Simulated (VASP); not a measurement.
Given:

```
CELL_PARAMETERS angstrom
      4.02329     0.00000     0.00000
      0.00000     4.02329     0.00000
      0.00000     0.00000     4.02329
ATOMIC_POSITIONS crystal
  Sr 0.00000 0.00000 0.00000
  Te 0.50000 0.50000 0.50000
```

Calculation: PBEsol GGA, VASP's PBE PAW potentials (set 64) (plane waves; VASP 6.6.1). Numerical set-up: 400 eV cut-off, Gaussian smearing of 0.050 eV, potentials Sr_sv Te.

Unless said otherwise, spin-orbit coupling is left out, though it shifts the bands of the heavy elements here.

### Question
Predict the band gap (along the path) with the smallest direct gap where there is one.

### Answer

```
Quantity                                Value
------------------------------------  -------
band gap (along the path)             0.29 eV
smallest direct gap (along the path)  0.29 eV
```

Total energies compare only between runs with the same potentials, cut-off and functional.

The structure was generated: SrTe was put into the CsCl type type (Pm-3m), which need not be its known phase. It was relaxed first, which changed the volume by -20 %.
